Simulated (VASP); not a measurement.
Given:

```yaml
crystal:
  lattice:
    - [-1.64195, 1.64195, 1.64195]
    - [1.64195, -1.64195, 1.64195]
    - [1.64195, 1.64195, -1.64195]
  atoms:
    - { symbol: Ta, position: [0.00000, 0.00000, 0.00000] }
```

Method: PBEsol GGA, VASP's PBE PAW potentials (set 64) (plane waves; VASP 6.6.1). Settings: 400 eV cut-off, 17×17×17 Γ-centred mesh, tetrahedra with Blöchl corrections, potentials Ta_pv.

Unless said otherwise, spin-orbit coupling is left out, though it shifts the bands of the heavy elements here.

**Question.** Estimate the energy per atom (σ→0), band gap (on the k-mesh) with the smallest direct gap where there is one.

**Answer.** 
```
Quantity                                                     Value
------------------------  ----------------------------------------
band gap (on the k-mesh)  none (metal, semimetal or under 0.01 eV)
energy per atom (σ→0)                              -12551 meV/atom
```

The absolute energy has meaning only against runs of the same code, potentials and settings.

The structure comes from a measured Ta entry (Im-3m) of the Crystallography Open Database, whose conditions weren't checked. It was relaxed first.
